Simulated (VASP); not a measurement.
Crystal: Ni.

```
Ni
1.0
     0.00000    1.75821    1.75821
     1.75821    0.00000    1.75821
     1.75821    1.75821    0.00000
Ni
1
Direct
  0.00000 0.00000 0.00000
```

The cell was built by a generator and needn't be a form met in nature.

Base run:

| Quantity | Value |
| --- | --- |
| Program | VASP 6.6.1 |
| Functional | PBE |
| Potentials or basis | VASP PAW PBE potentials, release 64 (Ni) |
| Cutoff | 520 eV |
| k mesh | 18 × 18 × 18 |
| Occupations | methfessel-paxton, width 0.1 eV |
| Spin | collinear spin, ferromagnetic start |
| Starting moments | [2.0] μB |

Its results: pressure 0.1 GPa; net moment 0.62 μB per cell; site moments Ni +0.63 μB.

Question: The run is repeated on the same cell with these changes: functional from PBE to r2SCAN. What comes out?

Answer: Pressure -6.2 GPa; net moment 0.75 μB per cell; site moments Ni +0.78 μB.

Caveats: the PAW data sets were made with another functional, which shifts forces and pressure a little (some runs).
